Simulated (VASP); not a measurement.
**ZnSe (zinc blende): computed properties**

Method: PBEsol GGA, VASP's PBE PAW potentials (set 64) (plane waves; VASP 6.6.1).

```yaml
space_group: F-43m (216)
cell: a = 5.635 Å, b = 5.635 Å, c = 5.635 Å, α = 90.00°, β = 90.00°, γ = 90.00°
volume_per_atom: 22.36 Å³/atom
band gap (over mesh and band path): 1.24 eV
smallest direct gap (over mesh and band path): 1.24 eV
band_edge_character_without_spin_orbit_coupling: direct, Γ to Γ
band_gap_with_spin_orbit_coupling: 1.11 eV
density: 5.36 g/cm³
```

```cif
data_SeZn
_chemical_formula_sum 'Zn1 Se1'
_space_group_name_H-M_alt 'P 1'
_space_group_IT_number 1
_cell_length_a 3.98421
_cell_length_b 3.98421
_cell_length_c 3.98421
_cell_angle_alpha 60.000
_cell_angle_beta 60.000
_cell_angle_gamma 60.000
loop_
_space_group_symop_operation_xyz
  'x, y, z'
loop_
_atom_site_label
_atom_site_type_symbol
_atom_site_fract_x
_atom_site_fract_y
_atom_site_fract_z
_atom_site_occupancy
Zn1 Zn 0.00000 0.00000 0.00000 1
Se1 Se 0.25000 0.25000 0.25000 1
```

Measured: gap 2.87 eV (computed value off by -1.63 eV), as given by Wei Chen et al., Physical Review Materials (2018), doi:10.1103/physrevmaterials.2.073803 [zero-point renormalisation of 0.05 eV added back (the table's ZPR column)]; a 5.668 Å (computed value off by -0.6 %), as given by Martin Albrecht et al., Physical review. B, Condensed matter (1997), arXiv:cond-mat/9706128. The calculation is for a static lattice, while the measured a holds thermal and zero-point effects, which are part of the difference.

The compound is ZnSe in the zinc blende structure. It was relaxed first. Symmetry was kept, so distortions that lower it aren't found.
